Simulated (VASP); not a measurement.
Data:

```xyz
8
Lattice="0.0000 2.6635 2.6635 2.6635 0.0000 2.6635 10.6886 10.6886 -0.0345" Properties=species:S:1:pos:R:3 pbc="T T T"
Sr     2.7219     2.7219     5.2686
Sr     2.6138     2.6138     0.0497
O      2.6678     2.6678     2.6592
O      5.2225     5.2225     2.7680
O      8.0121     8.0121     2.6419
O     10.8017    10.8017     2.5158
Ba     5.2854     5.2854     0.0417
Ba    10.7389    10.7389     5.2422
```

These are PBEsol GGA, VASP's PBE PAW potentials (set 64) (plane waves; VASP) values and carry that method's errors. Run with 520 eV cut-off, Gaussian smearing of 0.050 eV, potentials Sr_sv O Ba_sv.

Unless said otherwise, spin-orbit coupling is left out, though it shifts the bands of the heavy elements here.

Task: Give the energies of bands 21 to 34 at the high-symmetry points, in eV from the valence-band maximum.

Result: 
```json
[
 {"band": "21", "Γ": "-2.03", "T": "-1.89", "H2": "-1.47", "L": "-1.80", "S0": "-1.47", "F": "-2.08"},
 {"band": "22", "Γ": "-1.25", "T": "-1.72", "H2": "-1.31", "L": "-1.75", "S0": "-1.30", "F": "-1.40"},
 {"band": "23", "Γ": "-1.25", "T": "-1.11", "H2": "-1.29", "L": "-1.38", "S0": "-1.29", "F": "-1.25"},
 {"band": "24", "Γ": "-1.23", "T": "-1.11", "H2": "-1.27", "L": "-1.15", "S0": "-1.28", "F": "-1.08"},
 {"band": "25", "Γ": "-1.21", "T": "-1.10", "H2": "-0.87", "L": "-1.00", "S0": "-0.86", "F": "-1.06"},
 {"band": "26", "Γ": "-0.74", "T": "-1.10", "H2": "-0.72", "L": "-0.85", "S0": "-0.72", "F": "-0.73"},
 {"band": "27", "Γ": "-0.74", "T": "-0.59", "H2": "-0.71", "L": "-0.59", "S0": "-0.71", "F": "-0.69"},
 {"band": "28", "Γ": "-0.73", "T": "-0.37", "H2": "-0.65", "L": "-0.38", "S0": "-0.64", "F": "-0.66"},
 {"band": "29", "Γ": "-0.73", "T": "-0.33", "H2": "-0.60", "L": "-0.33", "S0": "-0.61", "F": "-0.66"},
 {"band": "30", "Γ": "-0.10", "T": "-0.33", "H2": "-0.23", "L": "-0.28", "S0": "-0.22", "F": "-0.05"},
 {"band": "31", "Γ": "-0.10", "T": "-0.28", "H2": "-0.19", "L": "-0.15", "S0": "-0.20", "F": "-0.02"},
 {"band": "32", "Γ": "-0.06", "T": "-0.28", "H2": "-0.19", "L": "-0.02", "S0": "-0.18", "F": "0.00"},
 {"band": "33", "Γ": "3.63", "T": "4.16", "H2": "4.80", "L": "2.52", "S0": "4.81", "F": "2.32"},
 {"band": "34", "Γ": "4.47", "T": "4.27", "H2": "4.96", "L": "3.29", "S0": "5.06", "F": "3.92"}
]
```

The gap is direct, 2.32 eV, from the valence maximum at F to the conduction minimum at F.

The structure was generated: Ba2Sr2O4 was put into an ordered model structure (R-3m), which need not be its known phase. It was relaxed first.
